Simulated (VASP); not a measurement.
```
CELL_PARAMETERS angstrom
      4.14552     0.00000     0.00000
      0.00000     4.14552     0.00000
      0.00000     0.00000     4.14552
ATOMIC_POSITIONS crystal
  Cs 0.00000 0.00000 0.00000
  Br 0.50000 0.50000 0.50000
```

All values below come from LDA (Ceperley-Alder, Perdew-Zunger), VASP's LDA PAW potentials (set 64) (plane waves; VASP). Numerical set-up: 400 eV cut-off, Gaussian smearing of 0.050 eV, potentials Cs_sv Br.

Unless said otherwise, spin-orbit coupling is left out, though it shifts the bands of the heavy elements here.

### Question
Give the energies of bands 3 to 11 at the high-symmetry points, in eV from the valence-band maximum.

### Answer

```json
[
 {"band": "3", "Γ": "-6.19", "X": "-6.66", "M": "-7.02", "R": "-6.73"},
 {"band": "4", "Γ": "-6.19", "X": "-6.02", "M": "-7.02", "R": "-6.73"},
 {"band": "5", "Γ": "-6.19", "X": "-6.02", "M": "-5.93", "R": "-6.73"},
 {"band": "6", "Γ": "0.00", "X": "-1.66", "M": "-0.63", "R": "-1.53"},
 {"band": "7", "Γ": "0.00", "X": "-0.33", "M": "-0.63", "R": "-1.53"},
 {"band": "8", "Γ": "0.00", "X": "-0.33", "M": "-0.06", "R": "-1.53"},
 {"band": "9", "Γ": "4.51", "X": "5.66", "M": "5.01", "R": "8.65"},
 {"band": "10", "Γ": "4.51", "X": "7.55", "M": "5.30", "R": "8.65"},
 {"band": "11", "Γ": "4.54", "X": "8.03", "M": "7.12", "R": "8.65"}
]
```

The gap is direct, 4.51 eV, from the valence maximum at Γ to the conduction minimum at Γ.

The structure comes from a computed database's CsBr entry (Pm-3m); how it stands against other phases isn't given here. It was relaxed first, which changed the volume by -12 %.
